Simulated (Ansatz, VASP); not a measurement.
# AgGeF3 in two plane-wave programs

Wanted: the spread between two codes on one cell, functional and k mesh. The cell is generated by rule, not measured, and may not be a known phase. Of the first pair: The cell is taken from a series of runs on this material, whose earlier steps may have relaxed, scaled, displaced or heated it; both programs get it as it stands.

Method: plane waves, with VASP 6.6.1 beside it; relaxation of cell and atoms at PBEsol, in Ansatz 0.2.0.

## (1) Set-up

It takes space group Pm-3m (No. 221, cubic). Conventional cell: a = 4.264 Å, b = 4.264 Å, c = 4.264 Å, α = 90.00°, β = 90.00°, γ = 90.00°. Ag has 12 F at 3.02 Å nearest. Ge has 6 F at 2.13 Å nearest. F has 2 Ge at 2.13 Å nearest. Farther neighbours and most contacts between anions are not listed.

As a file:

```cif
data_structure
_symmetry_space_group_name_H-M 'Pm-3m'
_symmetry_Int_Tables_number 221
_cell_length_a 4.2640
_cell_length_b 4.2640
_cell_length_c 4.2640
_cell_angle_alpha 90.000
_cell_angle_beta 90.000
_cell_angle_gamma 90.000
_cell_volume 77.53
loop_
_atom_site_label
_atom_site_type_symbol
_atom_site_symmetry_multiplicity
_atom_site_Wyckoff_symbol
_atom_site_fract_x
_atom_site_fract_y
_atom_site_fract_z
_atom_site_occupancy
Ag1 Ag 1 a 0.00000 0.00000 0.00000 1
Ge1 Ge 1 b 0.50000 0.50000 0.50000 1
F1 F 3 c 0.50000 0.50000 0.00000 1
```

## (2) Ansatz: relaxation of cell and atoms, PBEsol, pair 1

Ansatz runs on its PAW soft_1 files.

The relaxed volume is the usual yardstick between codes: in a stiff, nearly cubic crystal its relative difference is about their pressure difference at one cell divided by the bulk modulus.

Input file input.yaml:

```yaml
crystal:
  lattice:
    - [4.2639971677, 0.0, 0.0]
    - [0.0, 4.2639971677, 0.0]
    - [0.0, 0.0, 4.2639971677]
  atoms:
    - { symbol: Ag, position: [0.0, 0.0, 0.0] }
    - { symbol: Ge, position: [0.5, 0.5, 0.5] }
    - { symbol: F, position: [0.5, 0.5, 0.0] }
    - { symbol: F, position: [0.5, 0.0, 0.5] }
    - { symbol: F, position: [0.0, 0.5, 0.5] }
kpoints:
  mp_grid: { grid: [8, 8, 8] }
hamiltonian:
  xc: pbesol
  pseudopotentials: { kind: paw, azcp: { folder: soft_1 }, xc_functional: pbe }
scf:
  occupations: { method: methfessel_paxton, width: 0.2 }
output:
  forces: true
  stress: true
  eigenvalues: true
relax:
  adjacent_minimum: "off"
  f_tol: 0.001
  max_steps: 60
  cell: { stress_tol: 0.01 }
```

Started as:

```console
ansatz run input.yaml --threads 4 --pin off --max-ram 16384MiB --backend cpu --events-out ev --progress --plain --runs-dir out
```

Numbers of over 12 decimals in the logs are rounded to 6 here.

The program printed:

```text
Engine: ansatz 0.2.0, aarch64-unknown-linux-gnu
Pseudopotentials: kind: paw
Pseudopotential: Ag, paw, valence charge 19, recommended cutoff 420 eV (normal), soft_1/Ag.paw.azcp
Pseudopotential: Ge, paw, valence charge 14, recommended cutoff 420 eV (normal), soft_1/Ge.paw.azcp
Pseudopotential: F, paw, valence charge 7, recommended cutoff 420 eV (normal), soft_1/F.paw.azcp
Functional definition: PBEsol
  exchange = pbesol_x
  correlation = pbesol_c
Crystal: 5 atoms, lattice volume = 77.527 Å³
Basis set: ecut = 420 eV, 1503 PW (Γ), exchange–correlation on 60×60×60 points (8 copies of the dense FFT grid, shifted against one another)
Bands: 33, of which v1, the nominal top of the filled ones, is band 27 counted from 1 (26 counted from 0)
Symmetry: 48 space group operations
Space group: Pm-3m (ITA 221), of the structure as read, at distance tolerance 4.3e-5 Å
k-points: 35 of 512
Non-local potential: Ag, projectors of the file, l = 0: 3, l = 1: 2, l = 2: 2, l = 3: 1
Non-local potential: Ge, projectors of the file, l = 0: 2, l = 1: 2, l = 2: 3, l = 3: 1
Non-local potential: F, projectors of the file, l = 0: 2, l = 1: 2, l = 2: 1
PAW form: soft (Blöchl's): semilocal exchange-correlation on the pseudo side does not see the compensation charge
PAW frozen core: Ag, regenerated for the run's functional, and the local potential with it (the file was generated under x = pbe(κ = 0.804, μ = 0.219515), c = pbe(β = 0.066725))
PAW frozen core: Ge, regenerated for the run's functional, and the local potential with it (the file was generated under x = pbe(κ = 0.804, μ = 0.219515), c = pbe(β = 0.066725))
PAW frozen core: F, regenerated for the run's functional, and the local potential with it (the file was generated under x = pbe(κ = 0.804, μ = 0.219515), c = pbe(β = 0.066725))
PAW one-centre angular grid: Ag, 590 points (default); XC on 64 Gauss nodes
PAW one-centre angular grid: Ge, 590 points (default); XC on 64 Gauss nodes
PAW one-centre angular grid: F, 110 points (default); XC on 64 Gauss nodes
Initial density: superposition of atomic densities (chi_scale 0.1, normalization cell, long waves kept (reshape's long-wave potential 0.10 eV rms))
Initial wavefunctions: pseudopotential atomic-orbital guess
Functional: x = pbesol(κ = 0.804, μ = 0.123457), c = pbesol(β = 0.046)
SCF iter   1: F=—  HF=-14184.082839 eV  |F-HF|=—  |Δ(HF+E_count)|=         —  Δρ=2.14e-1  dr2=3.44e1  ethr=3.10e-3  ⟨swp⟩=5.1  Hψ=4204  notcnv=0
preconditioner: auto → LDOS  [metal: Δε(μ)=0.026 eV  Ē_g=17.234 eV  σ=0.200 eV  W_gap=0.11  n_scr=26 (ndim 8)  ℏωp=28.6 eV  f_vac=0.037  D(μ)=2.58/eV (n_scr^D=18)  β→1.0]
SCF iter   2: F=—  HF=-14177.865990 eV  |F-HF|=—  |Δ(HF+E_count)|=    6.22e0  S|Δr|=    0.00e0  Δρ=1.22e-1  dr2=6.55e0  ethr=3.10e-3  ⟨swp⟩=3.5  Hψ=2948  notcnv=0  defer=42
SCF iter   3: F=—  HF=-14175.878114 eV  |F-HF|=—  |Δ(HF+E_count)|=    1.99e0  S|Δr|=    0.00e0  Δρ=3.52e-2  dr2=8.56e-1  ethr=3.10e-3  ⟨swp⟩=2.7  Hψ=2606  notcnv=0  defer=38
SCF iter   4: F=—  HF=-14175.633674 eV  |F-HF|=—  |Δ(HF+E_count)|=   2.44e-1  S|Δr|=    0.00e0  Δρ=1.49e-2  dr2=1.10e-1  ethr=1.59e-3  ⟨swp⟩=2.2  Hψ=2522  notcnv=0  defer=40
SCF iter   5: F=—  HF=-14175.623969 eV  |F-HF|=—  |Δ(HF+E_count)|=   9.71e-3  S|Δr|=    0.00e0  Δρ=4.75e-3  dr2=1.30e-2  ethr=2.04e-4  ⟨swp⟩=2.1  Hψ=2320  notcnv=0  defer=40
SCF iter   6: F=—  HF=-14175.623053 eV  |F-HF|=—  |Δ(HF+E_count)|=   9.16e-4  S|Δr|=    0.00e0  Δρ=9.23e-4  dr2=5.77e-4  ethr=2.42e-5  ⟨swp⟩=2.0  Hψ=2030  notcnv=0  defer=40
SCF iter   7: F=—  HF=-14175.622964 eV  |F-HF|=—  |Δ(HF+E_count)|=   8.91e-5  S|Δr|=    0.00e0  Δρ=2.18e-4  dr2=2.89e-5  ethr=1.07e-6  ⟨swp⟩=2.1  Hψ=1855  notcnv=0  defer=40
SCF iter   8: F=—  HF=-14175.622847 eV  |F-HF|=—  |Δ(HF+E_count)|=   1.16e-4  S|Δr|=    0.00e0  Δρ=2.75e-5  dr2=7.00e-7  ethr=5.35e-8  ⟨swp⟩=2.0  Hψ=1874  notcnv=0  defer=40
SCF iter   9: F=-14175.622847 eV  HF=-14175.622847 eV  |F-HF|=5.62e-10  |Δ(HF+E_count)|=   5.45e-8  S|Δr|=    0.00e0  Δρ=2.23e-6  dr2=2.05e-9  ethr=1.85e-10  ⟨swp⟩=10.5  Hψ=5234  notcnv=0
SCF 1 converged in 9 iterations: F = -14175.622847 eV  dr2 = 2.05e-9
  greatest PAW one-centre occupation: 1.000 electrons in one spin orbital (limit 2), on the Ag atom at site 0 (counted from 0), in its partial waves of l = 0
relax step   1: F+E_penalty+E_count = -14175.62284716 eV  Δ(F+E_penalty+E_count) = +0.000e0 eV  max|allowed force component| = 2.293e-29 eV/Å  Δτ_max = 0.0000 Å  P = +0.009 GPa  Ω = 77.527 Å³  (9 SCF iters, dr2 threshold 1.00e-7 eV, accepted)
Initial density: handed on by an earlier stage of this run
Initial wavefunctions: pseudopotential atomic-orbital guess (no wavefunctions were taken with the density)
iter 1 solved again at ethr=9.72e-8 eV; its pass at ethr=3.10e-3 eV (dr2=5.25e-5 eV) is discarded
SCF iter   1: F=—  HF=-14175.622940 eV  |F-HF|=—  |Δ(HF+E_count)|=         —  Δρ=2.91e-6  dr2=3.22e-9  ethr=9.72e-8  ⟨swp⟩=3.0  Hψ=6949  notcnv=0
eigensolver tolerance schedule: the retry pair's looser diagonalisation over-reported the residual by 16289.58 of it (diagonalisation noise at 1.04 of the residual, at the tolerance the schedule requests for it); recorded, not acted on — ethr = c·dr2/N_el stays at c = 1.0e-1
preconditioner: auto → Kerker (q_TF=auto, 2.569 Å⁻¹)  [metal: Δε(μ)=0.092 eV  Ē_g=16.472 eV  σ=0.200 eV  W_gap=0.38  n_scr=26 (ndim 8)  ℏωp=28.6 eV  f_vac=0.059  D(μ)=0.42/eV (n_scr^D=0)]
SCF iter   2: F=—  HF=-14175.622847 eV  |F-HF|=—  |Δ(HF+E_count)|=   9.31e-5  S|Δr|=    0.00e0  Δρ=1.35e-6  dr2=7.47e-10  ethr=5.97e-12  ⟨swp⟩=2.8  Hψ=2176  notcnv=0
SCF iter   3: F=—  HF=-14175.622847 eV  |F-HF|=—  |Δ(HF+E_count)|=  5.33e-10  S|Δr|=    0.00e0  Δρ=6.99e-7  dr2=3.07e-10  ethr=1.38e-12  ⟨swp⟩=2.0  Hψ=1460  notcnv=0
SCF iter   4: F=—  HF=-14175.622847 eV  |F-HF|=—  |Δ(HF+E_count)|=  3.18e-10  S|Δr|=    0.00e0  Δρ=3.07e-7  dr2=5.11e-11  ethr=1.00e-12  ⟨swp⟩=2.3  Hψ=1492  notcnv=0
SCF iter   5: F=—  HF=-14175.622847 eV  |F-HF|=—  |Δ(HF+E_count)|=  2.55e-11  S|Δr|=    0.00e0  Δρ=1.07e-7  dr2=5.49e-12  ethr=1.00e-12  ⟨swp⟩=1.1  Hψ=1159  notcnv=0
SCF iter   6: F=-14175.622847 eV  HF=-14175.622847 eV  |F-HF|=5.46e-12  |Δ(HF+E_count)|=  9.09e-12  S|Δr|=    0.00e0  Δρ=2.40e-8  dr2=3.95e-13  ethr=1.00e-12  ⟨swp⟩=4.5  Hψ=4050  notcnv=0
SCF 2 converged in 6 iterations: F = -14175.622847 eV  dr2 = 3.95e-13
relax step   2: F+E_penalty+E_count = -14175.62284717 eV  Δ(F+E_penalty+E_count) = -8.404e-10 eV  max|allowed force component| = 2.619e-29 eV/Å  Δτ_max = 0.0000 Å  P = +0.009 GPa  Ω = 77.527 Å³  stress off target by 8.78e-3 GPa  SCF on the basis re-selected at this cell (its energy is not comparable with the rows above)  (6 SCF iters)
basis re-selected at this cell: Δ(F+E_penalty+E_count) = -8.404e-10 eV, ΔP = -0.000 GPa vs the last step (what re-selecting the basis moved, of the pressure what is left beyond the Pulay correction that the steps carried, after the strain that the cell walked since its last selection, with what the two solves' SCF thresholds leave and, on support functions, any second-order correction that the steps lacked; it is no  [...]
SCF converged after 6 iterations
Stability not checked: this state was not tested for a lower state beside it, because cold or Methfessel-Paxton smearing, or corrected tetrahedra, fill the levels in a way that the test cannot read (fill_not_monotonic; see scf.lower_state_search)
Free energy (F): -14175.622847 eV
Harris-Foulkes:  -14175.622847 eV  (|F-HF|=5.46e-12)
Internal energy: -14175.625374 eV  (E = F + TS)
E sigma→0 (E₀):  -14175.623479 eV
Entropy (-TS):   0.002527 eV (0.505 meV/atom)
Fermi energy:    7.438253 eV
--- Per-component energies (eV) ---
  E_band       = -652.131851
  E_kinetic    = 1148.905621
  E_local      = -6587.722431  (includes V_loc(G=0)·N_el)
  E_nonlocal   = 512.688940
  E_hartree    = 2913.098531
  E_xc         = -453.201626
  E_vxc        = -554.424782  (∫ρ·V_xc dr)
  E_paw        = -6448.323885  (= ΣΔE_a)
  E_vpaw       = -997.778588  (= ΣTr[D̂ρ^β])
  E_aug_tail   = 0.002313  (compensation charges beyond the density's cutoff)
  E_ewald      = -5262.440842
  E_core_change = 1.368006  (= ΣΔE_core)
  E_smearing   = 0.002527  (= −TS)
  E_closure    = 0.000000  (closes the sum)
  Σ components = -14175.622847   (vs F -14175.622847, Δ=0.00e0)
--- Forces (eV/Å), atoms counted from 1 ---
  atom   1  Ag    -0.00000000     0.00000000     0.00000000
  atom   2  Ge     0.00000000     0.00000000     0.00000000
  atom   3  F     -0.00000000    -0.00000000     0.00000000
  atom   4  F      0.00000000    -0.00000000     0.00000000
  atom   5  F      0.00000000     0.00000000     0.00000000
  max |Σ_I F_I| component: 3.81e-29 eV/Å
--- Stress (GPa, compression-positive) ---
        0.008782      -0.000000       0.000000
        0.000000       0.008782       0.000000
        0.000000       0.000000       0.008782
  P = ⅓ Tr σ = 0.0088 GPa (0.088 kbar)
--- Band table (eV; the first three rows and the last of 35) ---
  k-point 0: bands = [... 23 lower, 3.4660, 3.6188, 3.6188, 3.6188, 6.8526, 13.6854, 13.6854, 13.6854, ... 2 higher]
  k-point 1: bands = [... 23 lower, 3.5492, 3.6204, 3.6830, 3.6830, 7.0311, 13.1912, 13.7015, 13.7015, ... 2 higher]
  k-point 2: bands = [... 23 lower, 3.7107, 3.8206, 3.8206, 3.9772, 7.4865, 12.2265, 13.7589, 13.7589, ... 2 higher]
  k-point 34: bands = [... 23 lower, 3.5355, 3.7252, 3.7252, 8.4998, 8.5914, 10.4562, 10.4562, 10.4562, ... 2 higher]
--- Relaxed structure (1 steps of the walk, 1 accepted, 1 SCFs on fresh bases) ---
  F+E_penalty+E_count = -14175.62284717 eV   max|allowed force component| = 2.619e-29 eV/Å   (the final SCF, on the basis selected at the relaxed cell)
  cell:  # Å, volume = 77.5266 Å³
    - [4.2639971677, 0.0, 0.0]
    - [0.0, 4.2639971677, 0.0]
    - [0.0, 0.0, 4.2639971677]
  atoms:
    - { symbol: Ag, position: [0.0, 0.0, 0.0] }
    - { symbol: Ge, position: [0.5, 0.5, 0.5] }
    - { symbol: F, position: [0.5, 0.5, 0.0] }
    - { symbol: F, position: [0.5, 0.0, 0.5] }
    - { symbol: F, position: [0.0, 0.5, 0.5] }
```

(Continued in part 2 of 3.)

[Lines on the potential files, build, host, timing and source positions are cut from VASP's logs without a mark.]

[Logs are printed without paths, hosts, clocks, repeated set-up lines and the standing remarks that a program may print on its own settings, such as how far it seeks lower states.]

[Hosts, paths, dates, database ids (printed as entryN), source tags and the programs' standing remarks are cut or masked in the printed files.]
